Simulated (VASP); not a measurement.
## CdGe64 (a cell with a defect): relaxation of the atoms with PBEsol

CdGe64 (a cell with a defect):

```
Cd Ge
1.0
    11.38000    0.00000    0.00000
     0.00000   11.38000    0.00000
     0.00000    0.00000   11.38000
Cd Ge
1 64
Direct
  0.99973 0.00012 0.11592
  0.00047 0.99965 0.90592
  0.99903 0.24937 0.25020
  0.24965 0.99873 0.24978
  0.24962 0.25064 0.99823
  0.12426 0.12622 0.12697
  0.12340 0.37568 0.37396
  0.37409 0.12407 0.37455
  0.37606 0.37576 0.12506
  0.99961 0.00000 0.49989
  0.00084 0.24933 0.74999
  0.24989 0.99994 0.75026
  0.25021 0.25142 0.49991
  0.12666 0.12468 0.62449
  0.12511 0.37538 0.87529
  0.37637 0.12621 0.87553
  0.37464 0.37489 0.62650
  0.00023 0.49861 0.99927
  0.99939 0.75122 0.24989
  0.25240 0.50070 0.25013
  0.24954 0.75103 0.99974
  0.12412 0.62560 0.12501
  0.12626 0.87492 0.37196
  0.37584 0.62301 0.37663
  0.37693 0.87455 0.12376
  0.99852 0.50093 0.49979
  0.99936 0.74974 0.75222
  0.25037 0.50079 0.75083
  0.25108 0.75113 0.49925
  0.12477 0.62419 0.62424
  0.12621 0.87447 0.87492
  0.37426 0.62437 0.87584
  0.37453 0.87449 0.62552
  0.50053 0.00084 0.00018
  0.49814 0.25067 0.25053
  0.75108 0.99910 0.25268
  0.74869 0.25077 0.00005
  0.62448 0.12587 0.12470
  0.62252 0.37376 0.37549
  0.87738 0.12343 0.37498
  0.87654 0.37564 0.12460
  0.49849 0.99811 0.49921
  0.49961 0.24761 0.74820
  0.75032 0.99957 0.74920
  0.74957 0.24914 0.50098
  0.62674 0.12720 0.62575
  0.62579 0.37655 0.87685
  0.87656 0.12629 0.87433
  0.87330 0.37593 0.62490
  0.49994 0.49906 0.99862
  0.50149 0.75049 0.24887
  0.75041 0.50032 0.25055
  0.75237 0.74996 0.99864
  0.62504 0.62431 0.12558
  0.62522 0.87537 0.37440
  0.87544 0.62446 0.37555
  0.87468 0.87381 0.12553
  0.49925 0.50153 0.50047
  0.50050 0.75011 0.74994
  0.74747 0.50130 0.74914
  0.75102 0.74932 0.49985
  0.62476 0.62390 0.62482
  0.62551 0.87456 0.87366
  0.87439 0.62527 0.87622
  0.87589 0.87531 0.62394
```

The cell was built by a generator and needn't be a form met in nature.

```yaml
Program: VASP 6.6.1
Task: relaxation of the atoms
Functional: PBEsol
Potentials_or_basis: VASP PAW PBE potentials, release 64 (Cd, Ge)
Cutoff: 360 eV
k_mesh: 2 × 2 × 2
Occupations: gaussian, width 0.02 eV
Spin: no spin polarisation
Charge: 2
Further_INCAR_settings: ALGO = Normal; EDIFF = 1e-06; IBRION = 2; EDIFFG = -0.005; NSW = 60; NELECT = 266
```

The energy gained by relaxing is 113.4 meV/atom, the ionic steps are 47 and the largest force after relaxing is 0.004 eV/Å. The band gap on the k mesh is none (metal or under the smearing width).

Forces on the atoms (eV/Å):
```
Cd   0.000  0.000  0.001
Ge   0.000  0.000 -0.001
Ge  -0.003  0.001  0.001
Ge   0.001 -0.002  0.001
Ge   0.000 -0.001  0.001
Ge   0.001  0.001 -0.002
Ge   0.001  0.001  0.001
Ge  -0.001  0.001  0.001
Ge   0.000  0.001  0.000
Ge   0.000  0.000  0.002
Ge   0.000  0.001 -0.001
Ge   0.000 -0.001  0.000
Ge   0.000 -0.001 -0.002
Ge   0.001  0.001  0.002
Ge  -0.001 -0.001  0.000
Ge  -0.002 -0.001  0.001
Ge   0.001  0.001  0.000
Ge  -0.001  0.000  0.000
Ge   0.001  0.000 -0.001
Ge   0.001 -0.001 -0.001
Ge   0.000  0.001 -0.001
Ge   0.000  0.001 -0.002
Ge   0.000  0.002 -0.001
Ge  -0.002  0.003  0.002
Ge  -0.002  0.001 -0.001
Ge   0.000 -0.001 -0.001
Ge   0.000  0.000 -0.001
Ge   0.000  0.000  0.001
Ge   0.000  0.000  0.000
Ge   0.001  0.000  0.001
Ge   0.000  0.000 -0.002
Ge   0.001  0.000  0.002
Ge   0.001 -0.002  0.002
Ge  -0.001 -0.001  0.000
Ge   0.000  0.000  0.000
Ge   0.001  0.000 -0.001
Ge   0.001  0.000 -0.001
Ge   0.001  0.000 -0.001
Ge   0.002 -0.002  0.002
Ge   0.002  0.000 -0.001
Ge   0.001 -0.001 -0.001
Ge   0.000  0.000  0.000
Ge   0.001  0.000  0.000
Ge   0.000  0.000 -0.001
Ge   0.000  0.000  0.001
Ge  -0.001  0.002  0.001
Ge  -0.001  0.001  0.001
Ge   0.000  0.000 -0.002
Ge  -0.001  0.002  0.002
Ge   0.001  0.000 -0.002
Ge  -0.001 -0.001 -0.001
Ge   0.000 -0.001 -0.001
Ge   0.000 -0.001  0.000
Ge   0.000  0.000 -0.001
Ge   0.000  0.000  0.001
Ge  -0.001  0.000  0.001
Ge  -0.002 -0.001  0.001
Ge   0.001  0.000 -0.003
Ge   0.001 -0.001  0.000
Ge  -0.001  0.001  0.000
Ge  -0.001 -0.001  0.000
Ge  -0.001  0.000  0.001
Ge   0.000  0.001  0.000
Ge   0.000  0.001  0.001
Ge  -0.001 -0.001  0.002
```

The path:
| step | energy change (eV) | largest force (eV/Å) | pressure (GPa) |
| --- | --- | --- | --- |
| 1 | 0.0000 | 10.8608 | 1.71 |
| 3 | -4.4774 | 3.0073 | 0.58 |
| 5 | -5.4615 | 1.3468 | 0.39 |
| 7 | -5.7552 | 0.4971 | 0.24 |
| 9 | -5.8472 | 0.5195 | 0.21 |
| 11 | -6.0056 | 0.6598 | 0.20 |
| 13 | -6.1280 | 0.8731 | 0.16 |
| 15 | -6.3659 | 0.5971 | 0.00 |
| 17 | -6.7491 | 0.6343 | -0.12 |
| 19 | -6.9357 | 0.5590 | -0.15 |
| 21 | -7.1651 | 0.3218 | -0.17 |
| 23 | -7.2461 | 0.2123 | -0.16 |
| 25 | -7.3106 | 0.1494 | -0.16 |
| 27 | -7.3300 | 0.0685 | -0.15 |
| 29 | -7.3428 | 0.1143 | -0.15 |
| 31 | -7.3484 | 0.1657 | -0.13 |
| 33 | -7.3625 | 0.0515 | -0.14 |
| 35 | -7.3662 | 0.0285 | -0.13 |
| 37 | -7.3677 | 0.0191 | -0.14 |
| 39 | -7.3684 | 0.0153 | -0.14 |
| 41 | -7.3690 | 0.0188 | -0.14 |
| 43 | -7.3695 | 0.0098 | -0.14 |
| 45 | -7.3695 | 0.0061 | -0.14 |
| 47 | -7.3696 | 0.0040 | -0.14 |

Final structure:
```cif
data_structure
_symmetry_space_group_name_H-M 'P 1'
_symmetry_Int_Tables_number 1
_cell_length_a 11.3800
_cell_length_b 11.3800
_cell_length_c 11.3800
_cell_angle_alpha 90.000
_cell_angle_beta 90.000
_cell_angle_gamma 90.000
_cell_volume 1473.76
loop_
_atom_site_label
_atom_site_type_symbol
_atom_site_fract_x
_atom_site_fract_y
_atom_site_fract_z
_atom_site_occupancy
Cd1 Cd 0.00010 0.00002 0.24645 1
Ge1 Ge 0.00011 0.00002 0.99125 1
Ge2 Ge 0.00013 0.25525 0.24644 1
Ge3 Ge 0.25534 0.00005 0.24643 1
Ge4 Ge 0.25851 0.25845 0.98795 1
Ge5 Ge 0.13435 0.13427 0.11222 1
Ge6 Ge 0.12671 0.37601 0.37311 1
Ge7 Ge 0.37610 0.12663 0.37311 1
Ge8 Ge 0.37704 0.37696 0.12273 1
Ge9 Ge 0.00010 0.00001 0.50164 1
Ge10 Ge 0.00007 0.24979 0.74649 1
Ge11 Ge 0.24988 0.00001 0.74648 1
Ge12 Ge 0.25080 0.25072 0.49724 1
Ge13 Ge 0.12667 0.12659 0.62249 1
Ge14 Ge 0.12378 0.37704 0.86944 1
Ge15 Ge 0.37711 0.12371 0.86945 1
Ge16 Ge 0.37539 0.37531 0.62183 1
Ge17 Ge 0.00010 0.50003 0.99668 1
Ge18 Ge 0.00007 0.74479 0.24645 1
Ge19 Ge 0.24990 0.49997 0.24647 1
Ge20 Ge 0.25087 0.74925 0.99581 1
Ge21 Ge 0.12672 0.62397 0.11990 1
Ge22 Ge 0.13433 0.86577 0.38065 1
Ge23 Ge 0.37715 0.62296 0.37011 1
Ge24 Ge 0.37618 0.87340 0.11988 1
Ge25 Ge 0.00010 0.50003 0.49627 1
Ge26 Ge 0.00014 0.75024 0.74649 1
Ge27 Ge 0.25063 0.50006 0.74643 1
Ge28 Ge 0.25857 0.74156 0.50479 1
Ge29 Ge 0.12380 0.62309 0.62339 1
Ge30 Ge 0.12675 0.87337 0.87053 1
Ge31 Ge 0.37543 0.62469 0.87111 1
Ge32 Ge 0.37702 0.87635 0.62339 1
Ge33 Ge 0.50012 0.00003 0.99667 1
Ge34 Ge 0.50005 0.24983 0.24647 1
Ge35 Ge 0.74486 0.00001 0.24647 1
Ge36 Ge 0.74933 0.25079 0.99581 1
Ge37 Ge 0.62405 0.12664 0.11990 1
Ge38 Ge 0.62304 0.37708 0.37011 1
Ge39 Ge 0.86586 0.13425 0.38066 1
Ge40 Ge 0.87347 0.37608 0.11990 1
Ge41 Ge 0.50011 0.00002 0.49627 1
Ge42 Ge 0.50013 0.25056 0.74643 1
Ge43 Ge 0.75032 0.00006 0.74648 1
Ge44 Ge 0.74163 0.25848 0.50478 1
Ge45 Ge 0.62317 0.12371 0.62339 1
Ge46 Ge 0.62478 0.37534 0.87112 1
Ge47 Ge 0.87345 0.12667 0.87054 1
Ge48 Ge 0.87642 0.37693 0.62338 1
Ge49 Ge 0.50009 0.50001 0.99591 1
Ge50 Ge 0.50016 0.75021 0.24648 1
Ge51 Ge 0.75028 0.50009 0.24649 1
Ge52 Ge 0.74169 0.74161 0.98796 1
Ge53 Ge 0.62315 0.62307 0.12273 1
Ge54 Ge 0.62411 0.87340 0.37310 1
Ge55 Ge 0.87349 0.62403 0.37310 1
Ge56 Ge 0.86587 0.86580 0.11220 1
Ge57 Ge 0.50009 0.50002 0.49713 1
Ge58 Ge 0.50006 0.74951 0.74643 1
Ge59 Ge 0.74959 0.49997 0.74643 1
Ge60 Ge 0.74942 0.74933 0.49722 1
Ge61 Ge 0.62481 0.62473 0.62182 1
Ge62 Ge 0.62311 0.87635 0.86945 1
Ge63 Ge 0.87643 0.62301 0.86944 1
Ge64 Ge 0.87353 0.87344 0.62250 1
```

Levels at points of the mesh, in eV from the Fermi level:
```
           k point  band 130  band 131  band 132  band 133  band 134  band 135  band 136  band 137
(0.00, 0.00, 0.00)     -1.22     -0.34     -0.10      0.04      0.04      0.04      0.09      0.09
(0.50, 0.00, 0.00)     -0.86     -0.86     -0.80     -0.80      0.21      0.56      0.97      1.19
(0.00, 0.50, 0.00)     -0.86     -0.86     -0.80     -0.80      0.21      0.56      0.97      1.19
(0.00, 0.00, 0.50)     -0.86     -0.86     -0.80     -0.80      0.21      0.56      0.97      1.19
(0.50, 0.50, 0.00)     -0.39     -0.33     -0.33     -0.25      0.52      1.01      1.09      1.09
(0.00, 0.50, 0.50)     -0.39     -0.33     -0.33     -0.25      0.52      1.01      1.09      1.09
(0.50, 0.00, 0.50)     -0.39     -0.33     -0.33     -0.25      0.52      1.01      1.09      1.09
(0.50, 0.50, 0.50)     -0.78     -0.78     -0.75     -0.75     -0.04      0.47      0.56      0.56
```

Wall time 97 min on 8 MPI ranks on AMD EPYC 9R45 96-Core Processor (Zen 5) (shared host), peak memory 0.36 GiB a rank.

Caveat: the cell carries a net charge on a neutralising background, which shifts energy and pressure; the cell is charged against a uniform background, so pressure and absolute levels hang on convention; the PAW data sets were made with another functional, which shifts forces and pressure a little.
